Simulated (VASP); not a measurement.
# linear Pd chain, spacing 3.025 A: fixed spin moments, part 2 of 2

Aim: the energy of linear Pd chain, spacing 3.025 A as a function of its total moment.

VASP 6.6.1, plane waves and PAW; the level of theory is named at each step.

So far. Step 3 (Fixed spin moment, fixed moment 0): Energy at zero smearing: -2.18575 eV.

## (4) Fixed spin moment, fixed moment 0.17

Level of this step: PBE, spin-polarised, total moment fixed; plane waves and PAW (Pd) (VASP).

The input, INCAR:

```
SYSTEM = Pd
PREC = Normal
ENCUT = 350
EDIFF = 1E-06
NELM = 150
ISMEAR = 0
SIGMA = 0.05
LREAL = .FALSE.
ALGO = Normal
GGA = PE
NBANDS = 11
ISPIN = 2
MAGMOM = 0.17
LASPH = .TRUE.
LMAXMIX = 4
LORBIT = 11
LWAVE = .FALSE.
LCHARG = .FALSE.
KPAR = 2
AMIX = 0.2
BMIX = 1E-04
AMIX_MAG = 0.8
BMIX_MAG = 1E-04
NUPDOWN = 0.17
```

The input, POSCAR:

```
Pd
1.0
   12.0000000000      0.0000000000      0.0000000000
    0.0000000000     12.0000000000      0.0000000000
    0.0000000000      0.0000000000      3.0250000000
Pd
1
Direct
    0.5000000000      0.5000000000      0.0000000000
```

The input, KPOINTS:

```
Automatic mesh
0
Gamma
1 1 20
0 0 0
```

Potentials, in the order of the species: Pd (PBE family, release 64).

Command:

```sh
mpirun -np 2 vasp_std
```

Log:

```text
[... set-up lines as in an earlier step ...]
 entering main loop
       N       E                     dE             d eps       ncg     rms          rms(c)
DAV:   1     0.633977426696E+02    0.63398E+02   -0.17606E+03   484   0.379E+02
DAV:   2     0.424478935099E+01   -0.59153E+02   -0.52899E+02   917   0.585E+01
DAV:   3    -0.244736440503E+01   -0.66922E+01   -0.61809E+01   568   0.386E+01
DAV:   4    -0.253417891162E+01   -0.86815E-01   -0.86740E-01   573   0.547E+00
DAV:   5    -0.253654420309E+01   -0.23653E-02   -0.23650E-02   603   0.897E-01    0.333E+00
DAV:   6    -0.222605105391E+01    0.31049E+00   -0.86233E-01   499   0.577E+00    0.173E+00
DAV:   7    -0.221853826366E+01    0.75128E-02   -0.16241E-01   499   0.147E+00    0.180E+00
DAV:   8    -0.226273286656E+01   -0.44195E-01   -0.51248E-01   511   0.342E+00    0.184E+00
DAV:   9    -0.220066630861E+01    0.62067E-01   -0.10887E-01   487   0.161E+00    0.613E-01
DAV:  10    -0.220048061235E+01    0.18570E-03   -0.56910E-03   514   0.382E-01    0.334E-01
DAV:  11    -0.219970181402E+01    0.77880E-03   -0.59306E-04   502   0.180E-01    0.350E-01
DAV:  12    -0.220250865364E+01   -0.28068E-02   -0.50724E-02   490   0.102E+00    0.366E-01
DAV:  13    -0.220305227487E+01   -0.54362E-03   -0.18811E-03   487   0.280E-01    0.256E-01
DAV:  14    -0.220285054471E+01    0.20173E-03   -0.47047E-05   514   0.566E-02    0.269E-01
DAV:  15    -0.220309932089E+01   -0.24878E-03   -0.33413E-05   514   0.419E-02    0.251E-01
DAV:  16    -0.220355127769E+01   -0.45196E-03   -0.32233E-04   496   0.122E-01    0.152E-01
DAV:  17    -0.220380685095E+01   -0.25557E-03   -0.38623E-04   493   0.114E-01    0.717E-02
DAV:  18    -0.220378765321E+01    0.19198E-04   -0.22328E-05   496   0.389E-02    0.688E-02
DAV:  19    -0.220406888519E+01   -0.28123E-03   -0.32362E-04   493   0.110E-01    0.291E-02
DAV:  20    -0.220407080866E+01   -0.19235E-05   -0.25155E-05   508   0.337E-02    0.138E-02
DAV:  21    -0.220408873854E+01   -0.17930E-04   -0.19669E-05   493   0.254E-02    0.375E-03
DAV:  22    -0.220409254528E+01   -0.38067E-05   -0.96398E-07   496   0.714E-03    0.157E-03
DAV:  23    -0.220409282108E+01   -0.27579E-06   -0.30253E-07   432   0.467E-03
   1 F= -.22040928E+01 E0= -.22001275E+01  d E =-.793061E-02  mag=     0.1700
```

It took 19 s on 2 MPI ranks of Intel Xeon 6975P-C (Granite Rapids), shared host; peak memory 0.5 GiB.

From OUTCAR (step 4):

```text
The static configuration has the point symmetry D_4h.

 Found     11 irreducible k-points:

   NELECT =      10.0000    total number of electrons

 E-fermi :  -4.2836

 spin component 1
 k-point     1 :       0.0000    0.0000    0.0000
  band No.  band energies     occupation
      1      -6.3821      1.00000
      2      -4.8699      1.00000
      3      -4.8699      1.00000
      4      -4.5303      1.00000
      5      -4.2734      0.12141
      6      -4.2734      0.12141
      7      -1.0185      0.00000
      8      -1.0185      0.00000
      9       0.1989      0.00000
    ...

 k-point     2 :       0.0000    0.0000    0.0500
  band No.  band energies     occupation
      1      -6.3296      1.00000
      2      -4.8644      1.00000
      3      -4.8644      1.00000
      4      -4.5056      1.00000
      5      -4.3118      0.46784
      6      -4.3118      0.46784
      7      -0.9587      0.00000
      8      -0.9587      0.00000
      9       0.2392      0.00000
    ...

 k-point     3 :       0.0000    0.0000    0.1000
  band No.  band energies     occupation
    ...
      2      -4.8486      1.00000
      3      -4.8486      1.00000
      4      -4.4297      0.99943
      5      -4.4180      0.99826
      6      -4.4180      0.99826
      7      -0.7862      0.00000
      8      -0.7862      0.00000
      9       0.3599      0.00000
     10       1.0403      0.00000
     11       1.7117      0.00000

 k-point     4 :       0.0000    0.0000    0.1500
  band No.  band energies     occupation
      1      -5.9330      1.00000
      2      -4.8238      1.00000
      3      -4.8237      1.00000
      4      -4.5706      1.00000
      5      -4.5706      1.00000
      6      -4.2958      0.29697
      7      -0.5158      0.00000
      8      -0.5158      0.00000
      9       0.5614      0.00000
     10       1.2430      0.00000
    ...

  Total       -0.1236143     -0.1236143     -2.8806992      0.0000000      0.0000000     -0.0000000
  in kB       -0.4546649     -0.4546649    -10.5954796      0.0000000      0.0000000     -0.0000000
  external PRESSURE =      -3.8349364 kB  Pullay stress =       0.0000000 kB

  FREE ENERGIE OF THE ION-ELECTRON SYSTEM (eV)
  ---------------------------------------------------
  free  energy   TOTEN  =        -2.2040928211 eV

  energy  without entropy=       -2.1961622079  energy(sigma->0) =       -2.20012751

 total charge
# of ion       s       p       d       tot
------------------------------------------
    1        0.200   0.034   8.779   9.012

 magnetization (x)
# of ion       s       p       d       tot
------------------------------------------
    1        0.075  -0.001  -0.026   0.048

[... 9 parts as in an earlier step ...]

[... 9 further parts left out ...]
```

This step gave:

* electronic cycles: 23
* free energy (TOTEN): -2.204 eV
* energy at zero smearing: -2.200 eV
* moment of the cell, from the last line of the log: 0.17 μB

Spin moment in the PAW sphere by atom:

| atom | spin moment in the PAW sphere (μB) |
| --- | --- |
| Pd1 | 0.0480 |

Energy at zero smearing: -2.20013 eV.

## (5) Fixed spin moment, fixed moment 0.34

INCAR: that of step 4 with these lines changed.

```diff
@@ -12,3 +12,3 @@
 ISPIN = 2
-MAGMOM = 0.17
+MAGMOM = 0.34
 LASPH = .TRUE.
@@ -23,2 +23,2 @@
 BMIX_MAG = 1E-04
-NUPDOWN = 0.17
+NUPDOWN = 0.34
```

POSCAR is that of step 4.

KPOINTS is that of step 4.

Command:

```sh
mpirun -np 2 vasp_std
```

Log:

```text
[... set-up lines as in an earlier step ...]
 entering main loop
       N       E                     dE             d eps       ncg     rms          rms(c)
DAV:   1     0.634034036548E+02    0.63403E+02   -0.17598E+03   484   0.379E+02
DAV:   2     0.420452390802E+01   -0.59199E+02   -0.52932E+02   917   0.588E+01
DAV:   3    -0.240862697309E+01   -0.66132E+01   -0.61483E+01   568   0.387E+01
DAV:   4    -0.249381970706E+01   -0.85193E-01   -0.84948E-01   576   0.542E+00
[...]
DAV:  17    -0.220792107971E+01   -0.16690E-04   -0.13112E-05   517   0.225E-02    0.257E-02
DAV:  18    -0.220792689864E+01   -0.58189E-05   -0.10426E-05   496   0.204E-02    0.140E-02
DAV:  19    -0.220792593749E+01    0.96115E-06   -0.62568E-06   508   0.149E-02
   1 F= -.22079259E+01 E0= -.22042938E+01  d E =-.726429E-02  mag=     0.3400
```

It took 15 s on 2 MPI ranks; peak memory 0.48 GiB.

Parts of OUTCAR (step 5):

```text
  Total       -0.1148710     -0.1148710     -2.8231968      0.0000000      0.0000000      0.0000000
  in kB       -0.4225062     -0.4225062    -10.3839805      0.0000000      0.0000000      0.0000000
  external PRESSURE =      -3.7429976 kB  Pullay stress =       0.0000000 kB

  FREE ENERGIE OF THE ION-ELECTRON SYSTEM (eV)
  ---------------------------------------------------
  free  energy   TOTEN  =        -2.2079259375 eV

  energy  without entropy=       -2.2006616458  energy(sigma->0) =       -2.20429379

 magnetization (x)
# of ion       s       p       d       tot
------------------------------------------
    1        0.097  -0.001   0.086   0.183

[... 3 parts as in an earlier step ...]

[... 1 further part left out ...]
[key lines of the parts left out:]
E-fermi :  -4.2593
```

Energy at zero smearing: -2.20429 eV.

## (6) Fixed spin moment, fixed moment 0.51

INCAR: that of step 5 with these lines changed.

```diff
@@ -12,3 +12,3 @@
 ISPIN = 2
-MAGMOM = 0.34
+MAGMOM = 0.51
 LASPH = .TRUE.
@@ -23,2 +23,2 @@
 BMIX_MAG = 1E-04
-NUPDOWN = 0.34
+NUPDOWN = 0.51
```

POSCAR is that of step 5.

KPOINTS is that of step 5.

Command:

```sh
mpirun -np 2 vasp_std
```

Log:

```text
[... set-up lines as in an earlier step ...]
 entering main loop
       N       E                     dE             d eps       ncg     rms          rms(c)
DAV:   1     0.634140426751E+02    0.63414E+02   -0.17590E+03   484   0.379E+02
DAV:   2     0.416876665792E+01   -0.59245E+02   -0.52891E+02   917   0.589E+01
DAV:   3    -0.236653902859E+01   -0.65353E+01   -0.61856E+01   568   0.388E+01
DAV:   4    -0.244898453926E+01   -0.82446E-01   -0.82145E-01   576   0.534E+00
[...]
DAV:  37    -0.221733559743E+01   -0.16404E-04   -0.43225E-05   484   0.386E-02    0.361E-02
DAV:  38    -0.221737011130E+01   -0.34514E-04   -0.39946E-05   484   0.386E-02    0.105E-02
DAV:  39    -0.221737014110E+01   -0.29806E-07   -0.58966E-06   505   0.130E-02
   1 F= -.22173701E+01 E0= -.22136691E+01  d E =-.740212E-02  mag=     0.5100
```

It took 32 s on 2 MPI ranks; peak memory 0.52 GiB; 62 s of CPU time.

Parts of OUTCAR (step 6):

```text
  Total       -0.1007103     -0.1007103     -2.9228737      0.0000000      0.0000000      0.0000000
  in kB       -0.3704218     -0.3704218    -10.7506013      0.0000000      0.0000000      0.0000000
  external PRESSURE =      -3.8304816 kB  Pullay stress =       0.0000000 kB

  FREE ENERGIE OF THE ION-ELECTRON SYSTEM (eV)
  ---------------------------------------------------
  free  energy   TOTEN  =        -2.2173701411 eV

  energy  without entropy=       -2.2099680205  energy(sigma->0) =       -2.21366908

 magnetization (x)
# of ion       s       p       d       tot
------------------------------------------
    1        0.055  -0.002   0.373   0.426

[... 3 parts as in an earlier step ...]

[... 1 further part left out ...]
[key lines of the parts left out:]
E-fermi :  -4.2678
```

Spin moment in the PAW sphere by atom:

| atom | spin moment in the PAW sphere (μB) |
| --- | --- |
| Pd1 | 0.426 |

Energy at zero smearing: -2.21367 eV.

## (7) Fixed spin moment, fixed moment 0.69

INCAR: that of step 6 with these lines changed.

```diff
@@ -12,3 +12,3 @@
 ISPIN = 2
-MAGMOM = 0.51
+MAGMOM = 0.69
 LASPH = .TRUE.
@@ -23,2 +23,2 @@
 BMIX_MAG = 1E-04
-NUPDOWN = 0.51
+NUPDOWN = 0.69
```

POSCAR is that of step 6.

KPOINTS is that of step 6.

Command:

```sh
mpirun -np 2 vasp_std
```

Log:

```text
[... set-up lines as in an earlier step ...]
 entering main loop
       N       E                     dE             d eps       ncg     rms          rms(c)
DAV:   1     0.634315768883E+02    0.63432E+02   -0.17582E+03   484   0.379E+02
DAV:   2     0.414062181020E+01   -0.59291E+02   -0.52740E+02   917   0.589E+01
DAV:   3    -0.231420920629E+01   -0.64548E+01   -0.61527E+01   565   0.388E+01
DAV:   4    -0.239386798542E+01   -0.79659E-01   -0.79288E-01   582   0.526E+00
[...]
DAV:  14    -0.222626426652E+01   -0.23342E-03   -0.48970E-05   490   0.556E-02    0.585E-03
DAV:  15    -0.222626969774E+01   -0.54312E-05   -0.14967E-06   529   0.867E-03    0.347E-03
DAV:  16    -0.222626959021E+01    0.10753E-06   -0.87374E-07   499   0.627E-03
   1 F= -.22262696E+01 E0= -.22233376E+01  d E =-.586391E-02  mag=     0.6900
```

Elapsed: 14 s, on 2 MPI ranks; peak memory 0.49 GiB.

Parts of OUTCAR (step 7):

```text
  Total       -0.1192227     -0.1192227     -2.8942601      0.0000000      0.0000000     -0.0000000
  in kB       -0.4385120     -0.4385120    -10.6453580      0.0000000      0.0000000     -0.0000000
  external PRESSURE =      -3.8407940 kB  Pullay stress =       0.0000000 kB

  FREE ENERGIE OF THE ION-ELECTRON SYSTEM (eV)
  ---------------------------------------------------
  free  energy   TOTEN  =        -2.2262695902 eV

  energy  without entropy=       -2.2204056777  energy(sigma->0) =       -2.22333763

 magnetization (x)
# of ion       s       p       d       tot
------------------------------------------
    1        0.112  -0.001   0.402   0.513

[... 3 parts as in an earlier step ...]

[... 1 further part left out ...]
[key lines of the parts left out:]
E-fermi :  -4.2592
```

Spin moment in the PAW sphere by atom:

| atom | spin moment in the PAW sphere (μB) |
| --- | --- |
| Pd1 | 0.513 |

Energy at zero smearing: -2.22334 eV.

## (8) Fixed spin moment, fixed moment 0.86

INCAR: that of step 7 with these lines changed.

```diff
@@ -12,3 +12,3 @@
 ISPIN = 2
-MAGMOM = 0.69
+MAGMOM = 0.86
 LASPH = .TRUE.
@@ -23,2 +23,2 @@
 BMIX_MAG = 1E-04
-NUPDOWN = 0.69
+NUPDOWN = 0.86
```

POSCAR is that of step 7.

KPOINTS is that of step 7.

Command:

```sh
mpirun -np 2 vasp_std
```

Log:

```text
[... set-up lines as in an earlier step ...]
 entering main loop
       N       E                     dE             d eps       ncg     rms          rms(c)
DAV:   1     0.634547558369E+02    0.63455E+02   -0.17574E+03   484   0.379E+02
DAV:   2     0.412818427019E+01   -0.59327E+02   -0.52676E+02   917   0.587E+01
DAV:   3    -0.225170561021E+01   -0.63799E+01   -0.60662E+01   565   0.387E+01
DAV:   4    -0.232880951925E+01   -0.77104E-01   -0.76730E-01   582   0.518E+00
[...]
DAV:  16    -0.221898750442E+01    0.18243E-05   -0.62851E-07   426   0.534E-03    0.973E-04
DAV:  17    -0.221898954466E+01   -0.20402E-05   -0.91197E-08   408   0.249E-03    0.374E-04
DAV:  18    -0.221899002777E+01   -0.48311E-06   -0.16036E-08   388   0.118E-03
   1 F= -.22189900E+01 E0= -.22161900E+01  d E =-.560013E-02  mag=     0.8600
```

The job ended after 16 s (2 MPI ranks; peak memory 0.49 GiB; 31 s of CPU time).

From OUTCAR (step 8):

```text
  Total       -0.1195755     -0.1195755     -3.1223658      0.0000000     -0.0000000      0.0000000
  in kB       -0.4398099     -0.4398099    -11.4843521      0.0000000     -0.0000000      0.0000000
  external PRESSURE =      -4.1213240 kB  Pullay stress =       0.0000000 kB

  FREE ENERGIE OF THE ION-ELECTRON SYSTEM (eV)
  ---------------------------------------------------
  free  energy   TOTEN  =        -2.2189900278 eV

  energy  without entropy=       -2.2133898981  energy(sigma->0) =       -2.21618996

 magnetization (x)
# of ion       s       p       d       tot
------------------------------------------
    1        0.150   0.001   0.479   0.631

[... 3 parts as in an earlier step ...]

[... 1 further part left out ...]
[key lines of the parts left out:]
E-fermi :  -4.4441
```

Spin moment in the PAW sphere by atom:

| atom | spin moment in the PAW sphere (μB) |
| --- | --- |
| Pd1 | 0.631 |

Energy at zero smearing: -2.21619 eV.

## (9) Fixed spin moment, fixed moment 1.03

INCAR: that of step 8 with these lines changed.

```diff
@@ -12,3 +12,3 @@
 ISPIN = 2
-MAGMOM = 0.86
+MAGMOM = 1.03
 LASPH = .TRUE.
@@ -23,2 +23,2 @@
 BMIX_MAG = 1E-04
-NUPDOWN = 0.86
+NUPDOWN = 1.03
```

POSCAR is that of step 8.

KPOINTS is that of step 8.

Command:

```sh
mpirun -np 2 vasp_std
```

Log:

```text
[... set-up lines as in an earlier step ...]
 entering main loop
       N       E                     dE             d eps       ncg     rms          rms(c)
DAV:   1     0.634868053003E+02    0.63487E+02   -0.17566E+03   484   0.379E+02
DAV:   2     0.411546381261E+01   -0.59371E+02   -0.52853E+02   914   0.587E+01
DAV:   3    -0.217084265438E+01   -0.62863E+01   -0.60534E+01   568   0.386E+01
DAV:   4    -0.224516431209E+01   -0.74322E-01   -0.73971E-01   568   0.510E+00
[...]
DAV:  13    -0.218391739152E+01   -0.22830E-05   -0.42245E-06   538   0.142E-02    0.359E-03
DAV:  14    -0.218391978189E+01   -0.23904E-05   -0.32847E-07   502   0.469E-03    0.235E-03
DAV:  15    -0.218391999652E+01   -0.21463E-06   -0.35040E-08   365   0.159E-03
   1 F= -.21839200E+01 E0= -.21817101E+01  d E =-.441982E-02  mag=     1.0300
```

Elapsed: 13 s, on 2 MPI ranks; peak memory 0.48 GiB.

From OUTCAR (step 9):

```text
  Total       -0.1169575     -0.1169575     -3.3266391      0.0000000      0.0000000      0.0000000
  in kB       -0.4301805     -0.4301805    -12.2356881      0.0000000      0.0000000      0.0000000
  external PRESSURE =      -4.3653497 kB  Pullay stress =       0.0000000 kB

  FREE ENERGIE OF THE ION-ELECTRON SYSTEM (eV)
  ---------------------------------------------------
  free  energy   TOTEN  =        -2.1839199965 eV

  energy  without entropy=       -2.1795001776  energy(sigma->0) =       -2.18171009

 magnetization (x)
# of ion       s       p       d       tot
------------------------------------------
    1        0.188   0.006   0.556   0.749

[... 3 parts as in an earlier step ...]

[... 1 further part left out ...]
[key lines of the parts left out:]
E-fermi :  -4.6476
```

Energy at zero smearing: -2.18171 eV.

## (10) Fixed spin moment, fixed moment 1.2

INCAR: that of step 9 with these lines changed.

```diff
@@ -12,3 +12,3 @@
 ISPIN = 2
-MAGMOM = 1.03
+MAGMOM = 1.2
 LASPH = .TRUE.
@@ -23,2 +23,2 @@
 BMIX_MAG = 1E-04
-NUPDOWN = 1.03
+NUPDOWN = 1.2
```

POSCAR is that of step 9.

KPOINTS is that of step 9.

Command:

```sh
mpirun -np 2 vasp_std
```

Log:

```text
[... set-up lines as in an earlier step ...]
 entering main loop
       N       E                     dE             d eps       ncg     rms          rms(c)
DAV:   1     0.635324053634E+02    0.63532E+02   -0.17559E+03   484   0.379E+02
DAV:   2     0.413572381407E+01   -0.59397E+02   -0.52984E+02   917   0.589E+01
DAV:   3    -0.206427587570E+01   -0.62000E+01   -0.59430E+01   568   0.383E+01
DAV:   4    -0.213560387210E+01   -0.71328E-01   -0.70932E-01   565   0.501E+00
[...]
DAV:  12    -0.211318952935E+01   -0.15843E-04   -0.85988E-06   517   0.180E-02    0.148E-02
DAV:  13    -0.211318845012E+01    0.10792E-05   -0.22109E-06   511   0.102E-02    0.631E-03
DAV:  14    -0.211318808644E+01    0.36368E-06   -0.87823E-07   514   0.489E-03
   1 F= -.21131881E+01 E0= -.21107162E+01  d E =-.494380E-02  mag=     1.2000
```

Elapsed: 13 s, on 2 MPI ranks; peak memory 0.49 GiB.

OUTCAR, selected parts (step 10):

```text
  Total       -0.1158187     -0.1158187     -3.4406599      0.0000000      0.0000000      0.0000000
  in kB       -0.4259919     -0.4259919    -12.6550673      0.0000000      0.0000000      0.0000000
  external PRESSURE =      -4.5023504 kB  Pullay stress =       0.0000000 kB

  FREE ENERGIE OF THE ION-ELECTRON SYSTEM (eV)
  ---------------------------------------------------
  free  energy   TOTEN  =        -2.1131880864 eV

  energy  without entropy=       -2.1082442875  energy(sigma->0) =       -2.11071619

 magnetization (x)
# of ion       s       p       d       tot
------------------------------------------
    1        0.224   0.012   0.630   0.866

[... 3 parts as in an earlier step ...]

[... 1 further part left out ...]
[key lines of the parts left out:]
E-fermi :  -4.8504
```

Spin moment in the PAW sphere by atom:

| atom | spin moment in the PAW sphere (μB) |
| --- | --- |
| Pd1 | 0.866 |

Energy at zero smearing: -2.11072 eV.

## (11) Summary

This step: fixed spin moments, PBE; plane waves and PAW (VASP 6.6.1).

No new run; the numbers come from the runs before.

Numbers from this step:

```
free moment     : 0.7018 μB
magnetic energy : 38.10 meV/magnetic atom
```

Table of energy above the free run by moment of the cell:

| moment of the cell (μB) | energy above the free run (meV/magnetic atom) |
| --- | --- |
| 0.000 | 38.1 |
| 0.170 | 23.7 |
| 0.340 | 19.6 |
| 0.510 | 10.2 |
| 0.690 | 0.508 |
| 0.860 | 7.66 |
| 1.030 | 42.1 |
| 1.200 | 113 |

## (12) Results

| Item | Value |
| --- | --- |
| free moment | 0.702 μB |

**Reading.** Left free, the cell holds 0.70 μB. Forcing 1.2 μB costs 113 meV for each atom counted as magnetic, from the free run. The free state lies below the one held at no total moment, by the amount in the table.

[Lines on the potential files, build, host, timing and source positions are cut from VASP's logs without a mark.]

[Logs are printed without paths, hosts, clocks, repeated set-up lines and the standing remarks that a program may print on its own settings, such as how far it seeks lower states.]

[Hosts, paths, dates, database ids (printed as entryN), source tags and the programs' standing remarks are cut or masked in the printed files.]

[In band tables of VASP the shares of atoms and orbitals are scaled to a sum of 1 inside the atoms' spheres.]

[Runs that stopped without an error message from VASP are left out.]
